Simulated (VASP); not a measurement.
Data:

```
CELL_PARAMETERS angstrom
      1.81484    -3.14340     0.00000
      1.81484     3.14340     0.00000
      0.00000     0.00000     5.82561
ATOMIC_POSITIONS crystal
  Zr 0.00000 0.00000 0.00000
  S  0.33333 0.66667 0.24949
  S  0.66667 0.33333 0.75051
```

Method: PBEsol GGA, VASP's PBE PAW potentials (set 64) (plane waves; VASP). Run with 480 eV cut-off, 6×6×4 Γ-centred mesh, Gaussian smearing of 0.050 eV, potentials Zr_sv S.

Energy and stress use the plane-wave basis of the starting cell. Without a dispersion term in the relaxation, distances and binding between the weakly bound layers, chains or molecules are unreliable, and so is what depends on them.

Task: The ions, cell shape and volume at an external pressure of 5.0 GPa are relaxed. What does this cell relax into?

Result: 
```
CELL_PARAMETERS angstrom
      1.77664    -3.07724     0.00000
      1.77664     3.07724     0.00000
      0.00000     0.00000     5.43197
ATOMIC_POSITIONS crystal
  Zr 0.00000 0.00000 0.00000
  S  0.33333 0.66667 0.27065
  S  0.66667 0.33333 0.72935
```
Space group P-3m1 (164), at a tolerance of 0.03 Å.

Task: How do energy and volume change from the first to the last step?

Result: The energy (σ→0) changes by +31.3 meV/atom and the volume by -10.6 %, in 16 ionic steps.

The compound is ZrS2 in the 1T layered structure. This run relaxes it under an external pressure of 5 GPa. Symmetry was kept, so distortions that lower it aren't found.
